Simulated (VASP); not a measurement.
Energy against volume of NaI (rock salt). Level of theory: PBE0 hybrid, VASP's PBE PAW potentials (set 64) (plane waves; VASP). Settings: 520 eV cut-off, 6×6×6 Γ-centred mesh, Gaussian smearing of 0.050 eV, potentials Na_pv I.

```json
[
 {"V (Å³/atom)": "31.638", "E (eV/atom)": "-3.37315"},
 {"V (Å³/atom)": "32.681", "E (eV/atom)": "-3.38012"},
 {"V (Å³/atom)": "33.724", "E (eV/atom)": "-3.38302"},
 {"V (Å³/atom)": "34.767", "E (eV/atom)": "-3.38253"}
]
```

Q: Fit these four points and predict the energy of the run at 35.810 Å³/atom.

A: A cubic in V^(−2/3), the third-order Birch-Murnaghan form, passes through the four points with V0 = 34.07 Å³/atom and B0 = 16 GPa, and gives -3.3792 eV/atom there. The run gave -3.3792 eV/atom, +0.0 meV/atom from the fit; all five points give B0 = 16 GPa.

The compound is NaI in the rock salt structure. It was relaxed first. The cell's shape comes from a PBE relaxation.
